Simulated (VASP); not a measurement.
# Quasiparticle energies of GaN in VASP, part 2 of 4

Aim: the quasiparticle gap of GaN, and what it costs to get it. The cell is of the zinc-blende type, one of the forms listed for this formula. The start is a computed cell from the Materials Project.

VASP 6.6.1, plane waves and PAW; the level of theory is named at each step.

So far, quasiparticle gap on the mesh (eV): step 3 (G0W0, ENCUTGW 80, bands in the sums 40) 2.65. Also gap on the k-mesh (eV): step 2 (empty bands) 1.70.

### 4. Empty bands

This step: PBE; plane waves and PAW (Ga_d_GW, N_GW) (VASP 6.6.1).

The empty bands are made again, for the run that follows.

INCAR

```
SYSTEM = GaN
PREC = Accurate
ENCUT = 450
ISMEAR = 0
SIGMA = 0.01
LREAL = .FALSE.
GGA = PE
NBANDS = 56
ALGO = Exact
NELM = 1
LWAVE = .TRUE.
LCHARG = .FALSE.
LOPTICS = .TRUE.
NEDOS = 1000
CSHIFT = 0.1
```

POSCAR

```
GaN
1.0
    0.0000000000      2.2535006075      2.2535006075
    2.2535006075      0.0000000000      2.2535006075
    2.2535006075      2.2535006075      0.0000000000
Ga N
1 1
Direct
    0.0000000000      0.0000000000      0.0000000000
    0.2500000000      0.2500000000      0.2500000000
```

KPOINTS

```
Automatic mesh
0
Gamma
4 4 4
0 0 0
```

The projector-augmented-wave data sets are Ga_d_GW and N_GW (PBE family, release 64).

On the command line:

```sh
> mpirun -np 8 vasp_std
```

The program printed:

```text
[banner, memory and clock lines left out]
running    8 mpi-ranks, on    1 nodes
[...]
[... a notice as in an earlier step ...]

 LDA part: xc-table for (Slater+PW92), standard interpolation
 found WAVECAR, reading the header
  number of bands has changed, file:    15 present:    56
  trying to continue reading WAVECAR, but it might fail
 POSCAR, INCAR and KPOINTS ok, starting setup
[...]
reading WAVECAR
 random initialization beyond band           15
 the WAVECAR file was read successfully
 initial charge from wavefunction
 entering main loop
       N       E                     dE             d eps       ncg     rms          rms(c)
DIA:   1    -0.120669973520E+02   -0.12067E+02    0.00000E+00     0   0.000E+00
   1 F= -.12066997E+02 E0= -.12066997E+02  d E =-.199905E-11
 writing wavefunctions
 optical routines
 imaginary and real dielectric function
 recalculating local potential from charge density
 direction            1
 direction            2
 direction            3
```

The job ended after 2 s (8 MPI ranks of AMD EPYC 7R43, shared host; peak memory 0.63 GiB).

Parts of OUTCAR (step 4):

```text
  Total        0.4985479      0.4985479      0.4985479      0.0000000      0.0000000      0.0000000
  in kB       34.8991168     34.8991168     34.8991168      0.0000000      0.0000000      0.0000000
  external PRESSURE =      34.8991168 kB  Pullay stress =       0.0000000 kB

 POSITION                                       TOTAL-FORCE (eV/Angst)
 -----------------------------------------------------------------------------------
      0.00000      0.00000      0.00000        -0.000000     -0.000000      0.000000
      1.12675      1.12675      1.12675         0.000000      0.000000     -0.000000
 -----------------------------------------------------------------------------------
    total drift:                                0.000016      0.000016      0.000016

  FREE ENERGIE OF THE ION-ELECTRON SYSTEM (eV)
  ---------------------------------------------------
  free  energy   TOTEN  =       -12.0669973520 eV

  energy  without entropy=      -12.0669973520  energy(sigma->0) =      -12.06699735

[... 1 part as in an earlier step ...]

[... 2 further parts left out ...]
[key lines of the parts left out:]
E-fermi :   5.1838
```

WAVECAR now holds 56 bands for 18 electrons.

### 5. G0W0, ENCUTGW 100, bands in the sums 56

This step: G0W0 on PBE; plane waves and PAW (Ga_d_GW, N_GW) (VASP 6.6.1).

ENCUTGW rises to 100 eV and the bands with it, to about the number of plane waves under that cutoff.

INCAR

```
SYSTEM = GaN
PREC = Accurate
ENCUT = 450
ISMEAR = 0
SIGMA = 0.01
LREAL = .FALSE.
GGA = PE
NBANDS = 56
ALGO = EVGW0
NELMGW = 1
ENCUTGW = 100
NOMEGA = 64
PRECFOCK = Fast
NBANDSGW = 24
LWAVE = .FALSE.
LCHARG = .FALSE.
```

POSCAR is that of step 4.

KPOINTS is that of step 4.

On the command line:

```sh
> mpirun -np 8 vasp_std
```

The program printed:

```text
[banner, memory and clock lines left out]
running    8 mpi-ranks, on    1 nodes
[...]
[... a notice as in an earlier step ...]

|                                                                             |
|           W    W    AA    RRRRR   N    N  II  N    N   GGGG   !!!           |
|           W    W   A  A   R    R  NN   N  II  NN   N  G    G  !!!           |
|           W    W  A    A  R    R  N N  N  II  N N  N  G       !!!           |
|           W WW W  AAAAAA  RRRRR   N  N N  II  N  N N  G  GGG   !            |
|           WW  WW  A    A  R   R   N   NN  II  N   NN  G    G                |
|           W    W  A    A  R    R  N    N  II  N    N   GGGG   !!!           |
|                                                                             |
|     The default for ENCUTGWSOFT is different in this version of VASP.       |
|     please manually set ENCUTGWSOFT =100 in the INCAR file.                 |
|                                                                             |

[...]
total number of BLAS operations          8.56 Gflops
NQ=   4    0.2500    0.2500    0.0000,
|.........|.........|.........|.........|.........|.........|.........|.........
 performed        504000 updates of chi_q(r,r)
 total number of BLAS operations         11.82 Gflops
NQ=   5    0.5000    0.2500    0.0000,
|.........|.........|.........|.........|.........|.........|.........|.........
 performed        714000 updates of chi_q(r,r)
 total number of BLAS operations         16.02 Gflops
NQ=   6   -0.2500    0.2500    0.0000,
|.........|.........|.........|.........|.........|.........|.........|.........
 performed        902000 updates of chi_q(r,r)
 total number of BLAS operations         20.92 Gflops
NQ=   7    0.5000    0.5000    0.0000,
|.........|.........|.........|.........|.........|.........|.........|.........
 performed       1015000 updates of chi_q(r,r)
 total number of BLAS operations         23.01 Gflops
NQ=   8   -0.2500    0.5000    0.2500,
|.........|.........|.........|.........|.........|.........|.........|.........
 performed       1160000 updates of chi_q(r,r)
 total number of BLAS operations         26.66 Gflops
 resolving degeneracies of screened two electron integrals

 calculate QP shifts <psi_nk| G(iteration)W_0 |psi_nk>: iteration 1
 entering main loop
[key lines of the parts left out:]
E-fermi :   5.9930
```

Wall time 11 s (8 MPI ranks); peak memory 0.79 GiB; 83 s of CPU time.

From OUTCAR (step 5):

```text
 QP shifts <psi_nk| G(iteration)W_0 |psi_nk>: iteration 1
 for sc-GW calculations column KS-energies equals QP-energies in previous step
 and V_xc(KS)=  KS-energies - (<T + V_ion + V_H > + <T+V_H+V_ion>^1  + <V_x>^1)
 k-point   1 :       0.0000    0.0000    0.0000
  band No.  KS-energies  QP-energies   sigma(KS)   V_xc(KS)     V^pw_x(r,r')   Z            occupation Imag(sigma)
    ...
      6      -8.0792     -11.3726     -26.3573     -21.8068     -35.1914       0.7237       2.0000       0.1486
      7       5.1406       4.8481     -18.1179     -17.7294     -21.5295       0.7529       2.0000       0.0751
      8       5.1406       4.8481     -18.1179     -17.7294     -21.5295       0.7529       2.0000       0.0751
      9       5.1406       4.8481     -18.1179     -17.7294     -21.5295       0.7529       2.0000       0.0751
     10       6.8453       7.5396     -12.4609     -13.3575      -8.7499       0.7744       0.0000      -0.0698
     11      15.3934      16.1676     -10.4192     -11.4239      -5.3195       0.7706       0.0000      -0.1169
     12      15.3934      16.1676     -10.4192     -11.4239      -5.3195       0.7706       0.0000      -0.1169
     13      15.3934      16.1676     -10.4192     -11.4239      -5.3195       0.7706       0.0000      -0.1169
    ...

[... 1 part as in an earlier step ...]

[... 2 further parts left out ...]
[key lines of the parts left out:]
E-fermi :   5.9930
```

The gap is now 2.692 eV, +45 meV against the GW run before. Spin-orbit coupling is left out.

### 6. Empty bands

This step: PBE; plane waves and PAW (Ga_d_GW, N_GW) (VASP 6.6.1).

The empty bands are made again, for the run that follows.

INCAR

```
SYSTEM = GaN
PREC = Accurate
ENCUT = 450
ISMEAR = 0
SIGMA = 0.01
LREAL = .FALSE.
GGA = PE
NBANDS = 72
ALGO = Exact
NELM = 1
LWAVE = .TRUE.
LCHARG = .FALSE.
LOPTICS = .TRUE.
NEDOS = 1000
CSHIFT = 0.1
```

POSCAR is that of step 5.

KPOINTS is that of step 5.

On the command line:

```sh
> mpirun -np 8 vasp_std
```

The program printed:

```text
[banner, memory and clock lines left out]
running    8 mpi-ranks, on    1 nodes
[...]
[... a notice as in an earlier step ...]

 LDA part: xc-table for (Slater+PW92), standard interpolation
 found WAVECAR, reading the header
  number of bands has changed, file:    15 present:    72
  trying to continue reading WAVECAR, but it might fail
 POSCAR, INCAR and KPOINTS ok, starting setup
[...]
reading WAVECAR
 random initialization beyond band           15
 the WAVECAR file was read successfully
 initial charge from wavefunction
 entering main loop
       N       E                     dE             d eps       ncg     rms          rms(c)
DIA:   1    -0.120669973517E+02   -0.12067E+02    0.00000E+00     0   0.000E+00
   1 F= -.12066997E+02 E0= -.12066997E+02  d E =-.173519E-20
 writing wavefunctions
 optical routines
 imaginary and real dielectric function
 recalculating local potential from charge density
 direction            1
 direction            2
 direction            3
```

Run time: 2 s. Hardware: 8 MPI ranks; peak memory 0.66 GiB.

From OUTCAR (step 6):

```text
  Total        0.4985479      0.4985479      0.4985479      0.0000000      0.0000000      0.0000000
  in kB       34.8991165     34.8991165     34.8991165      0.0000000      0.0000000      0.0000000
  external PRESSURE =      34.8991165 kB  Pullay stress =       0.0000000 kB

 POSITION                                       TOTAL-FORCE (eV/Angst)
 -----------------------------------------------------------------------------------
      0.00000      0.00000      0.00000        -0.000000     -0.000000     -0.000000
      1.12675      1.12675      1.12675         0.000000      0.000000      0.000000
 -----------------------------------------------------------------------------------
    total drift:                                0.000016      0.000016      0.000016

  FREE ENERGIE OF THE ION-ELECTRON SYSTEM (eV)
  ---------------------------------------------------
  free  energy   TOTEN  =       -12.0669973517 eV

  energy  without entropy=      -12.0669973517  energy(sigma->0) =      -12.06699735

[... 1 part as in an earlier step ...]

[... 2 further parts left out ...]
[key lines of the parts left out:]
E-fermi :   5.2035
```

WAVECAR now holds 72 bands for 18 electrons.

### 7. G0W0, ENCUTGW 120, bands in the sums 72

This step: G0W0 on PBE; plane waves and PAW (Ga_d_GW, N_GW) (VASP 6.6.1).

ENCUTGW rises to 120 eV and the bands with it, to about the number of plane waves under that cutoff.

INCAR

```
SYSTEM = GaN
PREC = Accurate
ENCUT = 450
ISMEAR = 0
SIGMA = 0.01
LREAL = .FALSE.
GGA = PE
NBANDS = 72
ALGO = EVGW0
NELMGW = 1
ENCUTGW = 120
NOMEGA = 64
PRECFOCK = Fast
NBANDSGW = 24
LWAVE = .FALSE.
LCHARG = .FALSE.
```

POSCAR is that of step 6.

KPOINTS is that of step 6.

On the command line:

```sh
> mpirun -np 8 vasp_std
```

The program printed:

```text
[banner, memory and clock lines left out]
running    8 mpi-ranks, on    1 nodes
[...]
[... a notice as in an earlier step ...]

|                                                                             |
|           W    W    AA    RRRRR   N    N  II  N    N   GGGG   !!!           |
|           W    W   A  A   R    R  NN   N  II  NN   N  G    G  !!!           |
|           W    W  A    A  R    R  N N  N  II  N N  N  G       !!!           |
|           W WW W  AAAAAA  RRRRR   N  N N  II  N  N N  G  GGG   !            |
|           WW  WW  A    A  R   R   N   NN  II  N   NN  G    G                |
|           W    W  A    A  R    R  N    N  II  N    N   GGGG   !!!           |
|                                                                             |
|     The default for ENCUTGWSOFT is different in this version of VASP.       |
|     please manually set ENCUTGWSOFT =120 in the INCAR file.                 |
|                                                                             |

[...]
total number of BLAS operations         16.68 Gflops
NQ=   4    0.2500    0.2500    0.0000,
|.........|.........|.........|.........|.........|.........|.........|.........
 performed        661000 updates of chi_q(r,r)
 total number of BLAS operations         22.36 Gflops
NQ=   5    0.5000    0.2500    0.0000,
|.........|.........|.........|.........|.........|.........|.........|.........
 performed        934000 updates of chi_q(r,r)
 total number of BLAS operations         34.00 Gflops
NQ=   6   -0.2500    0.2500    0.0000,
|.........|.........|.........|.........|.........|.........|.........|.........
 performed       1179000 updates of chi_q(r,r)
 total number of BLAS operations         42.81 Gflops
NQ=   7    0.5000    0.5000    0.0000,
|.........|.........|.........|.........|.........|.........|.........|.........
 performed       1327000 updates of chi_q(r,r)
 total number of BLAS operations         47.68 Gflops
NQ=   8   -0.2500    0.5000    0.2500,
|.........|.........|.........|.........|.........|.........|.........|.........
 performed       1517000 updates of chi_q(r,r)
 total number of BLAS operations         54.71 Gflops
 resolving degeneracies of screened two electron integrals

 calculate QP shifts <psi_nk| G(iteration)W_0 |psi_nk>: iteration 1
 entering main loop
[key lines of the parts left out:]
E-fermi :   5.9930
```

The job ended after 13 s (8 MPI ranks; peak memory 0.77 GiB).

From OUTCAR (step 7):

```text
 QP shifts <psi_nk| G(iteration)W_0 |psi_nk>: iteration 1
 for sc-GW calculations column KS-energies equals QP-energies in previous step
 and V_xc(KS)=  KS-energies - (<T + V_ion + V_H > + <T+V_H+V_ion>^1  + <V_x>^1)
 k-point   1 :       0.0000    0.0000    0.0000
  band No.  KS-energies  QP-energies   sigma(KS)   V_xc(KS)     V^pw_x(r,r')   Z            occupation Imag(sigma)
    ...
      6      -8.0792     -11.1573     -26.0686     -21.8068     -35.1914       0.7223       2.0000       0.1493
      7       5.1406       4.7522     -18.2462     -17.7294     -21.5295       0.7515       2.0000       0.0745
      8       5.1406       4.7522     -18.2462     -17.7294     -21.5295       0.7515       2.0000       0.0745
      9       5.1406       4.7522     -18.2462     -17.7294     -21.5295       0.7515       2.0000       0.0745
     10       6.8453       7.4686     -12.5510     -13.3575      -8.7499       0.7728       0.0000      -0.0686
     11      15.3934      16.0778     -10.5368     -11.4239      -5.3195       0.7715       0.0000      -0.1183
     12      15.3934      16.0778     -10.5368     -11.4239      -5.3195       0.7715       0.0000      -0.1183
     13      15.3934      16.0778     -10.5368     -11.4239      -5.3195       0.7715       0.0000      -0.1183
    ...

[... 1 part as in an earlier step ...]

[... 2 further parts left out ...]
[key lines of the parts left out:]
E-fermi :   5.9930
```

The gap is now 2.716 eV, +25 meV against the GW run before. Spin-orbit coupling is left out.

### 8. Empty bands

This step: PBE; plane waves and PAW (Ga_d_GW, N_GW) (VASP 6.6.1).

The empty bands are made again, for the run that follows.

INCAR

```
SYSTEM = GaN
PREC = Accurate
ENCUT = 450
ISMEAR = 0
SIGMA = 0.01
LREAL = .FALSE.
GGA = PE
NBANDS = 96
ALGO = Exact
NELM = 1
LWAVE = .TRUE.
LCHARG = .FALSE.
LOPTICS = .TRUE.
NEDOS = 1000
CSHIFT = 0.1
```

POSCAR is that of step 7.

KPOINTS is that of step 7.

On the command line:

```sh
> mpirun -np 8 vasp_std
```

The program printed:

```text
[banner, memory and clock lines left out]
running    8 mpi-ranks, on    1 nodes
[...]
[... a notice as in an earlier step ...]

 LDA part: xc-table for (Slater+PW92), standard interpolation
 found WAVECAR, reading the header
  number of bands has changed, file:    15 present:    96
  trying to continue reading WAVECAR, but it might fail
 POSCAR, INCAR and KPOINTS ok, starting setup
[...]
reading WAVECAR
 random initialization beyond band           15
 the WAVECAR file was read successfully
 initial charge from wavefunction
 entering main loop
       N       E                     dE             d eps       ncg     rms          rms(c)
[... 1 cycle as in an earlier step ...]
   1 F= -.12066997E+02 E0= -.12066997E+02  d E =-.562983E-91
 writing wavefunctions
 optical routines
 imaginary and real dielectric function
 recalculating local potential from charge density
 direction            1
 direction            2
 direction            3
```

It took 2 s on 8 MPI ranks; peak memory 0.61 GiB.

Parts of OUTCAR (step 8):

```text
  Total        0.4985479      0.4985479      0.4985479      0.0000000      0.0000000      0.0000000
  in kB       34.8991173     34.8991173     34.8991173      0.0000000      0.0000000      0.0000000
  external PRESSURE =      34.8991173 kB  Pullay stress =       0.0000000 kB

 POSITION                                       TOTAL-FORCE (eV/Angst)
 -----------------------------------------------------------------------------------
      0.00000      0.00000      0.00000         0.000000     -0.000000     -0.000000
      1.12675      1.12675      1.12675        -0.000000      0.000000      0.000000
 -----------------------------------------------------------------------------------
    total drift:                                0.000016      0.000016      0.000016

[... 3 parts as in an earlier step ...]

[... 2 further parts left out ...]
[key lines of the parts left out:]
E-fermi :   5.2827
```

WAVECAR now holds 96 bands for 18 electrons.

### 9. G0W0, ENCUTGW 145, bands in the sums 96

This step: G0W0 on PBE; plane waves and PAW (Ga_d_GW, N_GW) (VASP 6.6.1).

ENCUTGW rises to 145 eV and the bands with it, to about the number of plane waves under that cutoff.

INCAR

```
SYSTEM = GaN
PREC = Accurate
ENCUT = 450
ISMEAR = 0
SIGMA = 0.01
LREAL = .FALSE.
GGA = PE
NBANDS = 96
ALGO = EVGW0
NELMGW = 1
ENCUTGW = 145
NOMEGA = 64
PRECFOCK = Fast
NBANDSGW = 24
LWAVE = .FALSE.
LCHARG = .FALSE.
```

POSCAR is that of step 8.

KPOINTS is that of step 8.

On the command line:

```sh
> mpirun -np 8 vasp_std
```

The program printed:

```text
[banner, memory and clock lines left out]
running    8 mpi-ranks, on    1 nodes
[...]
[... a notice as in an earlier step ...]

|                                                                             |
|           W    W    AA    RRRRR   N    N  II  N    N   GGGG   !!!           |
|           W    W   A  A   R    R  NN   N  II  NN   N  G    G  !!!           |
|           W    W  A    A  R    R  N N  N  II  N N  N  G       !!!           |
|           W WW W  AAAAAA  RRRRR   N  N N  II  N  N N  G  GGG   !            |
|           WW  WW  A    A  R   R   N   NN  II  N   NN  G    G                |
|           W    W  A    A  R    R  N    N  II  N    N   GGGG   !!!           |
|                                                                             |
|     The default for ENCUTGWSOFT is different in this version of VASP.       |
|     please manually set ENCUTGWSOFT =145 in the INCAR file.                 |
|                                                                             |

[...]
total number of BLAS operations         40.41 Gflops
NQ=   4    0.2500    0.2500    0.0000,
|.........|.........|.........|.........|.........|.........|.........|.........
 performed        898000 updates of chi_q(r,r)
 total number of BLAS operations         55.43 Gflops
NQ=   5    0.5000    0.2500    0.0000,
|.........|.........|.........|.........|.........|.........|.........|.........
 performed       1265000 updates of chi_q(r,r)
 total number of BLAS operations         79.24 Gflops
NQ=   6   -0.2500    0.2500    0.0000,
|.........|.........|.........|.........|.........|.........|.........|.........
 performed       1595000 updates of chi_q(r,r)
 total number of BLAS operations        102.12 Gflops
NQ=   7    0.5000    0.5000    0.0000,
|.........|.........|.........|.........|.........|.........|.........|.........
 performed       1796000 updates of chi_q(r,r)
 total number of BLAS operations        115.77 Gflops
NQ=   8   -0.2500    0.5000    0.2500,
|.........|.........|.........|.........|.........|.........|.........|.........
 performed       2052000 updates of chi_q(r,r)
 total number of BLAS operations        136.32 Gflops
 resolving degeneracies of screened two electron integrals

 calculate QP shifts <psi_nk| G(iteration)W_0 |psi_nk>: iteration 1
 entering main loop
[key lines of the parts left out:]
E-fermi :   5.9930
```

It took 15 s on 8 MPI ranks; peak memory 0.91 GiB.

From OUTCAR (step 9):

```text
 QP shifts <psi_nk| G(iteration)W_0 |psi_nk>: iteration 1
 for sc-GW calculations column KS-energies equals QP-energies in previous step
 and V_xc(KS)=  KS-energies - (<T + V_ion + V_H > + <T+V_H+V_ion>^1  + <V_x>^1)
 k-point   1 :       0.0000    0.0000    0.0000
  band No.  KS-energies  QP-energies   sigma(KS)   V_xc(KS)     V^pw_x(r,r')   Z            occupation Imag(sigma)
    ...
      6      -8.0792     -10.9942     -25.8474     -21.8068     -35.1914       0.7214       2.0000       0.1486
      7       5.1406       4.6540     -18.3782     -17.7294     -21.5295       0.7499       2.0000       0.0746
      8       5.1406       4.6540     -18.3782     -17.7294     -21.5295       0.7499       2.0000       0.0746
      9       5.1406       4.6540     -18.3782     -17.7294     -21.5295       0.7499       2.0000       0.0746
     10       6.8453       7.3927     -12.6487     -13.3575      -8.7499       0.7722       0.0000      -0.0697
     11      15.3934      16.0006     -10.6348     -11.4239      -5.3195       0.7695       0.0000      -0.1205
     12      15.3934      16.0006     -10.6348     -11.4239      -5.3195       0.7695       0.0000      -0.1205
     13      15.3934      16.0006     -10.6348     -11.4239      -5.3195       0.7695       0.0000      -0.1205
    ...

[... 1 part as in an earlier step ...]

[... 2 further parts left out ...]
[key lines of the parts left out:]
E-fermi :   5.9930
```

The gap is now 2.739 eV, +22 meV against the GW run before. Spin-orbit coupling is left out.

(Part 2 of 4 ends here.)

[Lines on the potential files, build, host, timing and source positions are cut from VASP's logs without a mark.]

[Logs are printed without paths, hosts, clocks, repeated set-up lines and the standing remarks that a program may print on its own settings, such as how far it seeks lower states.]

[Hosts, paths, dates, database ids (printed as entryN), source tags and the programs' standing remarks are cut or masked in the printed files.]

[Pressures printed for these runs are not shown converged in the cutoff: they can be off by several GPa and have the wrong sign.]
